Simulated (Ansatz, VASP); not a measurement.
# Cross-check of MgB2 between VASP and Ansatz, part 2 of 2

Wanted: the spread between two codes on one cell, functional and k mesh. The cell is taken from a series of runs on this material, whose earlier steps may have relaxed, scaled, displaced or heated it; both programs get it as it stands.

VASP 6.6.1 and Ansatz 0.2.0.

So far: Starting point; Ansatz: zone-centre phonons, PBE.

### Step 3. VASP: zone-centre phonons, PBE

Level of this step: PBE; plane waves and PAW (Mg, B) (VASP).

The same cell, functional, mesh and smearing now go to VASP, with its own data sets.

Lines of VASP's logs that name or quote its potential files are left out, and so is its time.

File INCAR:

```
SYSTEM = MgB2
PREC = Accurate
ENCUT = 600
EDIFF = 1E-08
NELM = 120
ISMEAR = 1
SIGMA = 0.2
LREAL = .FALSE.
ALGO = Normal
GGA = PE
NBANDS = 10
LORBIT = 11
LWAVE = .FALSE.
LCHARG = .FALSE.
ISIF = 2
IBRION = 8
LASPH = .TRUE.
GGA_COMPAT = .FALSE.
```

File POSCAR:

```
MgB2
1.0
    3.0782954106      0.0000000000      0.0000000000
   -1.5391477053      2.6658820259      0.0000000000
    0.0000000000      0.0000000000      3.5146541934
Mg B
1 2
Direct
    0.0000000000      0.0000000000      0.0000000000
    0.3333333333      0.6666666667      0.5000000000
    0.6666666667      0.3333333333      0.5000000000
```

File KPOINTS:

```
Automatic mesh
0
Gamma
6 6 5
0 0 0
```

Potentials, in the order of the species: Mg and B (PBE family, release 64).

The run is started by

```bash
> mpirun -np 1 vasp_std
```

Numbers of over 12 decimals in the logs are rounded to 6 here.

Output:

```text
[banner, memory and clock lines left out]
running    1 mpi-ranks, on    1 nodes
 distrk:  each k-point on    1 cores,    1 groups
 distr:  one band on    1 cores,    1 groups

 POSCAR found type information on POSCAR MgB
 POSCAR found :  2 types and       3 ions
 LDA part: xc-table for (Slater+PW92), standard interpolation
 POSCAR, INCAR and KPOINTS ok, starting setup
 FFT: planning ... GRIDC
 FFT: planning ... GRID_SOFT
 FFT: planning ... GRID
 WAVECAR not read
 entering main loop
       N       E                     dE             d eps       ncg     rms          rms(c)
DAV:   1     0.993972695247E+01    0.99397E+01   -0.40396E+03   436   0.751E+02
DAV:   2    -0.162330065033E+02   -0.26173E+02   -0.25095E+02   554   0.119E+02
DAV:   3    -0.170062466072E+02   -0.77324E+00   -0.77030E+00   548   0.188E+01
DAV:   4    -0.170081114932E+02   -0.18649E-02   -0.18647E-02   522   0.987E-01
DAV:   5    -0.170081178736E+02   -0.63804E-05   -0.63805E-05   502   0.578E-02    0.527E+00
DAV:   6    -0.155460227826E+02    0.14621E+01   -0.19668E+00   460   0.685E+00    0.250E+00
DAV:   7    -0.153093471860E+02    0.23668E+00   -0.98565E-01   490   0.488E+00    0.766E-01
DAV:   8    -0.153126731719E+02   -0.33260E-02   -0.84903E-02   484   0.177E+00    0.296E-01
DAV:   9    -0.153060771259E+02    0.65960E-02   -0.16168E-02   448   0.629E-01    0.690E-02
DAV:  10    -0.153059534239E+02    0.12370E-03   -0.18756E-03   546   0.241E-01    0.338E-02
DAV:  11    -0.153059168729E+02    0.36551E-04   -0.22897E-04   484   0.875E-02    0.451E-03
DAV:  12    -0.153059158289E+02    0.10440E-05   -0.85038E-06   474   0.173E-02    0.137E-03
DAV:  13    -0.153059158234E+02    0.55722E-08   -0.20853E-07   512   0.317E-03    0.677E-04
DAV:  14    -0.153059157893E+02    0.34064E-07   -0.89408E-08   478   0.160E-03    0.996E-05
DAV:  15    -0.153059157859E+02    0.34371E-08   -0.37147E-09   248   0.403E-04
   1 F= -.15305916E+02 E0= -.15305358E+02  d E =-.167438E-02
 Linear response reoptimize wavefunctions to high precision
DAV:   1    -0.153059157854E+02    0.43246E-09   -0.20928E-10   314   0.109E-04
DAV:   2    -0.153059157855E+02   -0.33594E-10   -0.17330E-11   242   0.265E-05
 Linear response DOF=           4
 Linear response progress:
  Degree of freedom:   1/  4
       N       E                     dE             d eps       ncg     rms          rms(c)
RMM:   1    -0.188975905519E-02   -0.18898E-02   -0.21988E-03  1538   0.341E-01
RMM:   2    -0.172776406352E-02    0.16199E-03   -0.93517E-05  1238   0.639E-02    0.252E-02
RMM:   3    -0.172262475303E-02    0.51393E-05   -0.69335E-06  1258   0.174E-02    0.144E-02
RMM:   4    -0.173327985034E-02   -0.10655E-04   -0.82417E-06  1237   0.187E-02    0.241E-03
RMM:   5    -0.173417152807E-02   -0.89168E-06   -0.21727E-07  1256   0.392E-03    0.206E-04
RMM:   6    -0.173417521991E-02   -0.36918E-08   -0.85717E-10  1291   0.203E-04    0.103E-04
 first order change of Fermi-energy  -0.46031E-05
 force on displaced ion       1 direction 1 :  -4.823   0.000   0.000
 Linear response progress:
  Degree of freedom:   2/  4
       N       E                     dE             d eps       ncg     rms          rms(c)
RMM:   1    -0.321699281693E-02   -0.32170E-02    0.11910E-02   823   0.541E-01
RMM:   2    -0.318707886230E-02    0.29914E-04   -0.97300E-05   662   0.677E-02    0.565E-02
RMM:   3    -0.307767531356E-02    0.10940E-03   -0.11046E-04   652   0.538E-02    0.234E-02
RMM:   4    -0.309967085223E-02   -0.21996E-04   -0.38336E-05   660   0.317E-02    0.463E-03
RMM:   5    -0.309971310218E-02   -0.42250E-07   -0.75032E-07   655   0.774E-03    0.364E-04
RMM:   6    -0.309993668609E-02   -0.22358E-06   -0.38510E-09   674   0.440E-04    0.201E-04
RMM:   7    -0.309999195164E-02   -0.55266E-07   -0.91135E-10   672   0.193E-04    0.146E-05
RMM:   8    -0.310001816996E-02   -0.26218E-07   -0.25505E-11   694   0.199E-05    0.724E-06
RMM:   9    -0.310004055118E-02   -0.22381E-07   -0.16919E-11   661   0.905E-06    0.344E-07
RMM:  10    -0.310004145239E-02   -0.90121E-09   -0.11264E-11   422   0.277E-06    0.149E-07
 first order change of Fermi-energy   0.17423E-04
 force on displaced ion       1 direction 3 :  -0.000   0.000  -6.504
 Linear response progress:
  Degree of freedom:   3/  4
       N       E                     dE             d eps       ncg     rms          rms(c)
RMM:   1    -0.463623080322E-01   -0.46362E-01    0.65885E-03  2647   0.118E+00
RMM:   2    -0.434498603718E-01    0.29124E-02   -0.15535E-03  1904   0.209E-01    0.147E-01
RMM:   3    -0.435277946928E-01   -0.77934E-04   -0.40410E-04  1861   0.114E-01    0.747E-02
RMM:   4    -0.442441598438E-01   -0.71637E-03   -0.32828E-04  1894   0.102E-01    0.109E-02
RMM:   5    -0.442489737999E-01   -0.48140E-05   -0.56141E-06  2018   0.105E-02    0.914E-04
RMM:   6    -0.442491895989E-01   -0.21580E-06    0.21312E-07  2040   0.827E-04    0.428E-04
RMM:   7    -0.442473349911E-01    0.18546E-05   -0.48204E-09  2100   0.422E-04    0.645E-05
RMM:   8    -0.442478659206E-01   -0.53093E-06   -0.14333E-08  2155   0.941E-05    0.250E-05
RMM:   9    -0.442475204481E-01    0.34547E-06   -0.32394E-09  2106   0.484E-05    0.251E-06
RMM:  10    -0.442475140587E-01    0.63894E-08   -0.39259E-09  2134   0.142E-05    0.509E-07
 first order change of Fermi-energy  -0.25221E-04
 force on displaced ion       2 direction 1 : -14.045  -0.012   0.000
 Linear response progress:
  Degree of freedom:   4/  4
       N       E                     dE             d eps       ncg     rms          rms(c)
RMM:   1    -0.409371177956E-01   -0.40937E-01    0.42346E-02  1073   0.111E+00
RMM:   2    -0.413024290790E-01   -0.36531E-03   -0.35041E-04   842   0.123E-01    0.130E-01
RMM:   3    -0.411190818886E-01    0.18335E-03   -0.41091E-04   815   0.113E-01    0.586E-02
RMM:   4    -0.414293280211E-01   -0.31025E-03   -0.19137E-04   844   0.745E-02    0.143E-02
RMM:   5    -0.414207127657E-01    0.86153E-05   -0.36339E-06   874   0.143E-02    0.194E-03
RMM:   6    -0.414184632822E-01    0.22495E-05   -0.65182E-08   897   0.173E-03    0.842E-04
RMM:   7    -0.414108481034E-01    0.76152E-05   -0.15128E-08   847   0.905E-04    0.519E-05
RMM:   8    -0.414112534701E-01   -0.40537E-06   -0.12825E-08   933   0.836E-05    0.191E-05
RMM:   9    -0.414112225907E-01    0.30879E-07   -0.21782E-09   909   0.369E-05    0.175E-06
RMM:  10    -0.414112185464E-01    0.40444E-08   -0.11638E-09   882   0.197E-05    0.393E-07
 first order change of Fermi-energy   0.83905E-04
 force on displaced ion       2 direction 3 :  -0.000  -0.000 -11.198
 Linear response finished
```

From OUTCAR (step 3):

```text
ion  position               nearest neighbor table
   1  0.000  0.000  0.000-   2 2.50   3 2.50   2 2.50   3 2.50   2 2.50   2 2.50   3 2.50   3 2.50
                             3 2.50   3 2.50   2 2.50   2 2.50
   2  0.333  0.667  0.500-   3 1.78   3 1.78   3 1.78   1 2.50   1 2.50   1 2.50   1 2.50   1 2.50
                             1 2.50
   3  0.667  0.333  0.500-   2 1.78   2 1.78   2 1.78   1 2.50   1 2.50   1 2.50   1 2.50   1 2.50
                             1 2.50

  LATTYP: Found a hexagonal cell.
 ALAT       =     3.0782954106
 C/A-ratio  =     1.1417533812

 Subroutine GETGRP returns: Found 24 space group operations
 (whereof 24 operations were pure point group operations)

The static configuration has the point symmetry D_6h.

 Found     21 irreducible k-points:

   k-points           NKPTS =     21   k-points in BZ     NKDIM =     21   number of bands    NBANDS=     10

   dimension x,y,z NGX =    28 NGY =   28 NGZ =   28
   dimension x,y,z NGXF=    56 NGYF=   56 NGZF=   56

   ENCUT  =  600.0 eV  44.10 Ry    6.64 a.u.   6.15  6.15  7.02*2*pi/ulx,y,z

   NELECT =       8.0000    total number of electrons

 k-points in reciprocal lattice and weights: Automatic mesh
   0.00000000  0.00000000  0.00000000       0.006
   0.16666667  0.00000000  0.00000000       0.033
   0.33333333  0.00000000  0.00000000       0.033
   0.50000000  0.00000000  0.00000000       0.017
   0.16666667  0.16666667  0.00000000       0.033
   0.33333333  0.16666667  0.00000000       0.067
   0.33333333  0.33333333  0.00000000       0.011
   0.00000000  0.00000000  0.20000000       0.011
   0.16666667  0.00000000  0.20000000       0.067
[...]
0.33333333  0.16666667  0.40000000       0.133
   0.33333333  0.33333333  0.40000000       0.022

 average (electrostatic) potential at core
       1 -35.7121       2 -26.1411       3 -26.1411

  Total        0.4234820      0.4234820     -0.8835084      0.0000000      0.0000000      0.0000000
  in kB       23.5240297     23.5240297    -49.0780657      0.0000000      0.0000000      0.0000000
  external PRESSURE =      -0.6766688 kB  Pullay stress =       0.0000000 kB

  energy-cutoff  :      600.00
  volume of cell :       28.84
      direct lattice vectors                 reciprocal lattice vectors
     3.078295411  0.000000000  0.000000000     0.324855112  0.187555186  0.000000000
    -1.539147705  2.665882026  0.000000000     0.000000000  0.375110373  0.000000000
     0.000000000  0.000000000  3.514654193     0.000000000  0.000000000  0.284523013

 POSITION                                       TOTAL-FORCE (eV/Angst)
 -----------------------------------------------------------------------------------
      0.00000      0.00000      0.00000         0.000000      0.000000     -0.000000
     -0.00000      1.77725      1.75733         0.000000      0.000000      0.000000
      1.53915      0.88863      1.75733        -0.000000      0.000000     -0.000000
 -----------------------------------------------------------------------------------
    total drift:                                0.000000      0.000000     -0.000000

 Eigenvectors and eigenvalues of the dynamical matrix
 ----------------------------------------------------

   1 f  =   24.093663 THz   151.384948 2PiTHz  803.678083 cm-1    99.643338 meV
             X         Y         Z           dx          dy          dz
      0.000000  0.000000  0.000000    -0.000000    0.000000   -0.000000
     -0.000000  1.777255  1.757327    -0.707107   -0.000001    0.000000
      1.539148  0.888627  1.757327     0.707107    0.000001   -0.000000

   2 f  =   24.093663 THz   151.384948 2PiTHz  803.678083 cm-1    99.643338 meV
             X         Y         Z           dx          dy          dz
      0.000000  0.000000  0.000000    -0.000000    0.000000   -0.000000
     -0.000000  1.777255  1.757327    -0.000001    0.707107    0.000000
      1.539148  0.888627  1.757327     0.000001   -0.707107    0.000000

   3 f  =   20.803517 THz   130.712354 2PiTHz  693.930642 cm-1    86.036396 meV
             X         Y         Z           dx          dy          dz
      0.000000  0.000000  0.000000     0.000000    0.000000   -0.000000
     -0.000000  1.777255  1.757327    -0.000000   -0.000000   -0.707107
      1.539148  0.888627  1.757327     0.000000    0.000000    0.707107

   4 f  =   11.786004 THz    74.053649 2PiTHz  393.138784 cm-1    48.742975 meV
             X         Y         Z           dx          dy          dz
      0.000000  0.000000  0.000000     0.000000    0.000000    0.686152
     -0.000000  1.777255  1.757327    -0.000000   -0.000000   -0.514391
      1.539148  0.888627  1.757327    -0.000000   -0.000000   -0.514391

   5 f  =   10.149731 THz    63.772640 2PiTHz  338.558583 cm-1    41.975896 meV
             X         Y         Z           dx          dy          dz
      0.000000  0.000000  0.000000     0.686160   -0.000001   -0.000000
     -0.000000  1.777255  1.757327    -0.514385    0.000001    0.000000
      1.539148  0.888627  1.757327    -0.514385    0.000001    0.000000

   6 f  =   10.149731 THz    63.772640 2PiTHz  338.558583 cm-1    41.975896 meV
             X         Y         Z           dx          dy          dz
      0.000000  0.000000  0.000000     0.000001    0.686160   -0.000000
     -0.000000  1.777255  1.757327    -0.000001   -0.514385    0.000000
      1.539148  0.888627  1.757327    -0.000001   -0.514385    0.000000

   7 f/i=    0.000160 THz     0.001006 2PiTHz    0.005340 cm-1     0.000662 meV
             X         Y         Z           dx          dy          dz
      0.000000  0.000000  0.000000    -0.000000    0.000000    0.727458
     -0.000000  1.777255  1.757327    -0.000000    0.000000    0.485183
      1.539148  0.888627  1.757327    -0.000000    0.000000    0.485183

   8 f/i=    0.000250 THz     0.001572 2PiTHz    0.008345 cm-1     0.001035 meV
             X         Y         Z           dx          dy          dz
      0.000000  0.000000  0.000000    -0.445309    0.575226   -0.000000
     -0.000000  1.777255  1.757327    -0.297008    0.383659   -0.000000
      1.539148  0.888627  1.757327    -0.297008    0.383659   -0.000000

   9 f/i=    0.000250 THz     0.001572 2PiTHz    0.008345 cm-1     0.001035 meV
             X         Y         Z           dx          dy          dz
      0.000000  0.000000  0.000000    -0.575226   -0.445309   -0.000000
     -0.000000  1.777255  1.757327    -0.383659   -0.297008   -0.000000
      1.539148  0.888627  1.757327    -0.383659   -0.297008   -0.000000

 ELASTIC MODULI CONTR FROM IONIC RELAXATION (kBar)
 Direction    XX          YY          ZZ          XY          YZ          ZX
 --------------------------------------------------------------------------------
 XX          -0.5246      0.5246      0.0000     -0.0000      0.0000     -0.0000
 YY           0.5246     -0.5246     -0.0000      0.0000      0.0000      0.0000
 ZZ           0.0000     -0.0000     -0.0000      0.0000      0.0000      0.0000
 XY          -0.0000      0.0000      0.0000     -0.5246      0.0000     -0.0000
 YZ           0.0000      0.0000      0.0000      0.0000      0.0000      0.0000
 ZX          -0.0000      0.0000      0.0000     -0.0000      0.0000     -0.0000
 --------------------------------------------------------------------------------
```

### Step 4. Side by side

Known differences besides the potentials themselves: VASP's run holds the zone centre alone; the data sets hold 16 valence electrons in Ansatz (on its default PAW (the set named soft_2) files) and 8 in VASP; the cutoff is 420 eV in Ansatz and 600 eV in VASP. Total energies have different zeros and are not compared.

Both answers:

| quantity | Ansatz | VASP | difference |
| --- | --- | --- | --- |
| optical mode 1 to 2 (cm⁻¹) | 337.7 | 338.6 | -0.26 % |
| optical mode 3 (cm⁻¹) | 392.3 | 393.1 | -0.22 % |
| optical mode 4 (cm⁻¹) | 694.3 | 693.9 | +0.05 % |
| optical mode 5 to 6 (cm⁻¹) | 804.8 | 803.7 | +0.14 % |

Modes are paired by rising frequency, not by their patterns, so a pair may set unlike modes beside each other; they are those without the splitting of longitudinal modes.

### Step 5. Summary of results

```
r.m.s. difference of the optical zone-centre modes, each program's sorted by frequency (zone-centre phonons, PBE) : 0.91 cm⁻¹
```

The r.m.s. difference of the optical zone-centre modes, each program's sorted by frequency is 0.91 cm⁻¹ (zone-centre phonons, PBE). The data sets hold unlike numbers of valence electrons (16 in Ansatz and 8 in VASP), so part of the differences comes from the potentials. How closely two codes agree says nothing of how well the functional describes the real material.

[Lines on the potential files, build, host, timing and source positions are cut from VASP's logs without a mark.]

[Logs are printed without paths, hosts, clocks, repeated set-up lines and the standing remarks that a program may print on its own settings, such as how far it seeks lower states.]

[Hosts, paths, dates, database ids (printed as entryN), source tags and the programs' standing remarks are cut or masked in the printed files.]
